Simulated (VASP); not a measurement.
Crystal: TaAs.

```
Ta As
1.0
    -1.72181    1.72181    5.86794
     1.72181   -1.72181    5.86794
     1.72181    1.72181   -5.86794
Ta As
2 2
Direct
  0.49997 0.99997 0.50000
  0.74997 0.74997 0.00000
  0.08263 0.58263 0.50000
  0.33263 0.33263 0.00000
```

The cell is a database's computed one.

Base run:

- Program: VASP 6.6.1
- Functional: PBEsol
- Potentials or basis: VASP PAW PBE potentials, release 64 (Ta_pv, As)
- Cutoff: 520 eV
- k mesh: 19 × 19 × 19
- Occupations: fermi-dirac, width 0.05 eV
- Spin: no spin polarisation

Its results: band gap on the k mesh none (metal or under the smearing width); pressure -3.3 GPa.

Task: After a change of settings the same cell gave: band gap on the k mesh none (metal or under the smearing width); pressure 0.0 GPa. Which change was it?
A. potentials or basis from VASP PAW PBE potentials, release 64 (Ta_pv, As) to VASP PAW PBE potentials, release 64 (Ta, As); cutoff from 520 eV to 500 eV; k mesh from 19 × 19 × 19 to 13 × 13 × 13; valence electrons from 32 to 20
B. potentials or basis from VASP PAW PBE potentials, release 64 (Ta_pv, As) to VASP PAW PBE potentials, release 64 (Ta_pv, As_d); cutoff from 520 eV to 600 eV; k mesh from 19 × 19 × 19 to 13 × 13 × 13; valence electrons from 32 to 52
C. cutoff from 520 eV to 700 eV; k mesh from 19 × 19 × 19 to 13 × 13 × 13
D. functional from PBEsol to r2SCAN; k mesh from 19 × 19 × 19 to 13 × 13 × 13

Result: D.

Caveats: the PAW data sets were made with another functional, which shifts forces and pressure a little.

Runs at the PBE level aren't shown here.
